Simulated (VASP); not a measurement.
Given:

```
CuI
1.0
    0.00000     3.03257     3.03257
    3.03257     0.00000     3.03257
    3.03257     3.03257     0.00000
Cu I
1 1
Direct
  0.00000   0.00000   0.00000
  0.25000   0.25000   0.25000
```

All values below come from optB88-vdW, VASP's PBE PAW potentials (set 64) (plane waves; VASP 6.6.1). Settings: 520 eV cut-off, 9×9×9 Γ-centred mesh, tetrahedra with Blöchl corrections, potentials Cu I.

Unless said otherwise, spin-orbit coupling is left out, though it shifts the bands of the heavy elements here.

### Question
What does the run give for the energy per atom (σ→0), band gap (on the k-mesh) with the smallest direct gap where there is one?

### Answer

| Quantity | Result |
|---|---|
| band gap (on the k-mesh) | 1.11 eV |
| smallest direct gap (on the k-mesh) | 1.11 eV |
| energy per atom (σ→0) | -0.320 eV/atom |

The absolute energy has meaning only against runs of the same code, potentials and settings.

The compound is CuI in the zinc blende structure. It was relaxed first.
